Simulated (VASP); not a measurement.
Elastic constants (GPa) of a crystal from PBE GGA, VASP's PBE PAW potentials (set 64) in VASP:

|  | xx | yy | zz | yz | xz | xy |
|---|---|---|---|---|---|---|
| xx | 179.7 | 77.8 | 68.1 | 0.0 | 0.0 | 0.0 |
| yy | 77.8 | 179.7 | 68.1 | 0.0 | 0.0 | 0.0 |
| zz | 68.1 | 68.1 | 193.3 | 0.0 | 0.0 | 0.0 |
| yz | 0.0 | 0.0 | 0.0 | 53.7 | 0.0 | 0.0 |
| xz | 0.0 | 0.0 | 0.0 | 0.0 | 53.7 | 0.0 |
| xy | 0.0 | 0.0 | 0.0 | 0.0 | 0.0 | 51.0 |

Finite-difference elastic constants of metals are sensitive to mesh and smearing; shear constants can be off by tens of GPa.

### Question
Work out the Voigt, Reuss and Hill moduli, Young's modulus and Poisson's ratio.

### Answer
All eigenvalues are positive (smallest 51.0 GPa), so the crystal is stable. K_V = (C11+C22+C33+2(C12+C13+C23))/9 = (552.7 + 2×214.0)/9 = 109.0 GPa; G_V = (552.7 − 214.0 + 3×158.4)/15 = 54.3 GPa. From the compliances, K_R = 109.0 GPa and G_R = 54.0 GPa. Hill: K = 109.0 GPa, G = 54.1 GPa, E = 9KG/(3K+G) = 139.3 GPa, ν = (3K−2G)/(2(3K+G)) = 0.287. K/G = 2.01, above Pugh's 1.75; universal anisotropy A^U = 0.03.

### Question
With a density of 13.21 g/cm³, what are the mean sound speeds?

### Answer
v_l = √((K+4G/3)/ρ) = 3.70 km/s and v_t = √(G/ρ) = 2.02 km/s. The crystal is Hf (hcp), hexagonal.

The compound is Hf in the hcp structure. It was relaxed first.
